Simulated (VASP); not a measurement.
Output of a VASP run:

### OUTCAR
```
 ion  position               nearest neighbor table
   1  0.000  0.000  0.000-   2 2.56   2 2.56   2 2.56   2 2.56
   2  0.250  0.250  0.250-   1 2.56   1 2.56   1 2.56   1 2.56
  LATTYP: Found a face centered cubic cell.
 ALAT       =     5.9149662826
 Subroutine PRICEL returns:
 Original cell was already a primitive cell.
 Subroutine GETGRP returns: Found 24 space group operations
The static configuration has the point symmetry T_d .
The dynamic configuration has the point symmetry T_d .
 Subroutine INISYM returns: Found 24 space group operations
 Subroutine IBZKPT returns following result:
 Found     56 irreducible k-points:

 Following reciprocal coordinates:
            Coordinates               Weight
  0.000000  0.000000  0.000000      1.000000
  0.090909  0.000000  0.000000      8.000000
  0.181818  0.000000  0.000000      8.000000
  0.272727  0.000000  0.000000      8.000000
  0.363636  0.000000  0.000000      8.000000
  0.454545  0.000000  0.000000      8.000000
  0.090909  0.090909  0.000000      6.000000
  0.181818  0.090909  0.000000     24.000000
  0.272727  0.090909  0.000000     24.000000
  0.363636  0.090909  0.000000     24.000000
  0.454545  0.090909  0.000000     24.000000
 -0.454545  0.090909  0.000000     24.000000
 -0.363636  0.090909  0.000000     24.000000
 -0.272727  0.090909  0.000000     24.000000
 -0.181818  0.090909  0.000000     24.000000
 -0.090909  0.090909  0.000000     12.000000
  0.181818  0.181818  0.000000      6.000000
  0.272727  0.181818  0.000000     24.000000
  0.363636  0.181818  0.000000     24.000000
  0.454545  0.181818  0.000000     24.000000
 -0.454545  0.181818  0.000000     24.000000
 -0.363636  0.181818  0.000000     24.000000
 -0.272727  0.181818  0.000000     24.000000
 -0.181818  0.181818  0.000000     12.000000
  0.272727  0.272727  0.000000      6.000000
  0.363636  0.272727  0.000000     24.000000
  0.454545  0.272727  0.000000     24.000000
 -0.454545  0.272727  0.000000     24.000000
 -0.363636  0.272727  0.000000     24.000000
 -0.272727  0.272727  0.000000     12.000000
  0.363636  0.363636  0.000000      6.000000
  0.454545  0.363636  0.000000     24.000000
 -0.454545  0.363636  0.000000     24.000000
 -0.363636  0.363636  0.000000     12.000000
  0.454545  0.454545  0.000000      6.000000
 -0.454545  0.454545  0.000000     12.000000
  0.272727  0.181818  0.090909     24.000000
  0.363636  0.181818  0.090909     48.000000
  0.454545  0.181818  0.090909     48.000000
 -0.454545  0.181818  0.090909     48.000000
   k-points           NKPTS =     56   k-points in BZ     NKDIM =     56   number of bands    NBANDS=     13
   number of dos      NEDOS =    301   number of ions     NIONS =      2
   total plane-waves  NPLWV =  32768
   dimension x,y,z NGX =    32 NGY =   32 NGZ =   32
   dimension x,y,z NGXF=    64 NGYF=   64 NGZF=   64
   ions per type =               1   1
   PREC   = accura    normal or accurate (medium, high low for compatibility)
   ISTART =      0    job   : 0-new  1-cont  2-samecut
   ICHARG =      2    charge: 1-file 2-atom 10-const
   ISPIN  =      1    spin polarized calculation?
   LNONCOLLINEAR =      F non collinear calculations
   LSORBIT =      F    spin-orbit coupling
   INIWAV =      1    electr: 0-lowe 1-rand  2-diag
   ENCUT  =  500.0 eV  36.75 Ry    6.06 a.u.   7.63  7.63  7.63*2*pi/ulx,y,z
   NELM   =    100;   NELMIN=  2; NELMDL= -5     # of ELM steps
   EDIFF  = 0.1E-05   stopping-criterion for ELM
   LREAL  =      F    real-space projection
   NLSPLINE    = F    spline interpolate recip. space projectors
   LMAXMIX     =    6 max onsite mixed and CHGCAR
   VOSKOWN=      0    Vosko Wilk Nusair interpolation
   EDIFFG = -.2E-01   stopping-criterion for IOM
   NSW    =     40    number of steps for IOM
   NBLOCK =      1;   KBLOCK =     40    inner block; outer block
   IBRION =      2    ionic relax: 0-MD 1-quasi-New 2-CG
...
```

### OSZICAR
```
       N       E                     dE             d eps       ncg     rms          rms(c)
DAV:   1     0.114558381563E+03    0.11456E+03   -0.84382E+03  1464   0.120E+03
DAV:   2     0.148931643848E+01   -0.11307E+03   -0.10831E+03  1596   0.282E+02
DAV:   3    -0.246146610891E+01   -0.39508E+01   -0.39352E+01  1771   0.547E+01
DAV:   4    -0.249669317733E+01   -0.35227E-01   -0.35222E-01  1923   0.490E+00
DAV:   5    -0.249701021424E+01   -0.31704E-03   -0.31704E-03  1781   0.365E-01    0.144E+01
DAV:   6    -0.223305491359E+01    0.26396E+00   -0.59068E-01  1701   0.127E+01    0.103E+01
DAV:   7    -0.221273111193E+01    0.20324E-01   -0.19495E-01  1681   0.397E+00    0.247E+00
DAV:   8    -0.220964618962E+01    0.30849E-02   -0.26627E-02  1536   0.241E+00    0.973E-01
DAV:   9    -0.220958933902E+01    0.56851E-04   -0.16769E-03  1611   0.414E-01    0.282E-01
DAV:  10    -0.220961153149E+01   -0.22192E-04   -0.13641E-04  1706   0.112E-01    0.604E-02
DAV:  11    -0.220962199259E+01   -0.10461E-04   -0.29089E-05  1599   0.577E-02    0.267E-02
DAV:  12    -0.220962123305E+01    0.75954E-06   -0.41764E-06  1696   0.257E-02
   1 F= 0.74777848E+01 E0= 0.74777921E+01  d E =0.747778E+01
```

OUTCAR:
```
------------------------ aborting loop because EDIFF is reached ----------------------------------------
  FORCE on cell =-STRESS in cart. coord.  units (eV):
  Direction    XX          YY          ZZ          XY          YZ          ZX
  --------------------------------------------------------------------------------------
  Total        9.7118448      9.7118448      9.7118448     -0.0000000      0.0000000     -0.0000000
  in kB      300.7568216    300.7568216    300.7568216     -0.0000000      0.0000000     -0.0000000
  external PRESSURE =       0.7568216 kB  Pullay stress =     300.0000000 kB
  volume of cell :       51.74
      direct lattice vectors                 reciprocal lattice vectors
     0.000000000  2.957483141  2.957483141    -0.169062671  0.169062671  0.169062671
     2.957483141  0.000000000  2.957483141     0.169062671 -0.169062671  0.169062671
     2.957483141  2.957483141  0.000000000     0.169062671  0.169062671 -0.169062671
 POSITION                                       TOTAL-FORCE (eV/Angst)
 -----------------------------------------------------------------------------------
      0.00000      0.00000      0.00000        -0.000000      0.000000     -0.000000
      1.47874      1.47874      1.47874         0.000000     -0.000000      0.000000
 -----------------------------------------------------------------------------------
    total drift:                               -0.000000     -0.000000     -0.000000
  FREE ENERGIE OF THE ION-ELECTRON SYSTEM (eV)
  ---------------------------------------------------
  free  energy   TOTEN  =        -2.2096212331 eV

  energy  without entropy=       -2.2095992608  energy(sigma->0) =       -2.20961391
  enthalpy is  TOTEN    =         7.4777847575 eV   P V=        9.6874059905

 reached required accuracy - stopping structural energy minimisation
```
(Selected blocks of OUTCAR.)

File POSCAR:
```
HgTe
1
    0.0000000000     2.9574831413     2.9574831413
    2.9574831413     0.0000000000     2.9574831413
    2.9574831413     2.9574831413    -0.0000000000
Hg Te
1 1
Direct
  0.0000000000   0.0000000000   0.0000000000
  0.2500000000   0.2500000000   0.2500000000
```

**Question.** Write an INCAR and KPOINTS that could have produced this output.

**Answer.** One answer among several that fit: the input of the run itself, PBE GGA, plane waves, VASP's PBE PAW potentials (set 64).

### KPOINTS
```
Automatic mesh
0
Gamma
11 11 11
0 0 0
```

### INCAR
```
SYSTEM = HgTe
PREC = Accurate; ENCUT = 500; LREAL = F
LASPH = T
EDIFF = 1E-6; NELM = 100; ALGO = Normal
LMAXMIX = 6
ISMEAR = 1; SIGMA = 0.1
GGA = PE
IBRION = 2; NSW = 40; ISIF = 3
EDIFFG = -0.02; PSTRESS = 300
LWAVE = F; LCHARG = F
```

POTCAR, in this order: Hg Te (PBE.64 set). Program: vasp_std.

The compound is HgTe in the zinc blende structure. It was relaxed first under an external pressure of 30 GPa.
